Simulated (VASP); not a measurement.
Here is the system:

```
YN
1.0
    0.00000     2.61162     2.61162
    2.61162     0.00000     2.61162
    2.61162     2.61162     0.00000
Y N
1 1
Direct
  0.00000   0.00000   0.00000
  0.25000   0.25000   0.25000
```

Calculation: PBEsol GGA, VASP's PBE PAW potentials (set 64) (plane waves; VASP 6.6.1). Numerical set-up: 520 eV cut-off, 10×10×10 Γ-centred mesh, tetrahedra with Blöchl corrections, potentials Y_sv N.

Problem. The job: YN (relaxed from the zinc blende structure, space group F-43m), 2 atoms, PBEsol, static run, 520 eV, 10×10×10 Γ-centred mesh. Roughly how much core time does it take on a busy server core?

Solution. About 10 core-seconds (one run on a shared machine, a rough figure). It had 47 irreducible k-points, 12 bands, up to 982 plane waves and 15 electronic steps.

The structure was generated: YN was put into the zinc blende type (F-43m), which need not be its known phase. It was relaxed first, which changed the volume by -35 %.
